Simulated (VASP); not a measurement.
Cu (fcc) relaxed at rising pressure, in one space group throughout; other phases were not tried. The pressures are those reached. Computed with PBE GGA, VASP's PBE PAW potentials (set 64) (plane waves; VASP).

```csv
P (GPa),V (Å³/atom),k-mesh
-0.14,11.980,17×17×17
4.94,11.587,17×17×17
9.96,11.263,17×17×17
20.07,10.748,18×18×18
29.75,10.343,18×18×18
```

A change of mesh leaves a small step in the series.

Question: Fit an equation of state and predict the volume at 44.85 GPa.

Answer: Least squares on the third-order Birch-Murnaghan form, P = (3B0/2)(y⁷ − y⁵)[1 + (3/4)(B′ − 4)(y² − 1)] with y = (V0/V)^(1/3), gives V0 = 11.965 Å³/atom, B0 = 143 GPa and B′ = 4.9, and so 9.850 Å³/atom. The run gave 9.845 Å³/atom, -0.1 % from the fit.

Pressures at which the relaxation failed are left out.

The compound is Cu in the fcc structure.
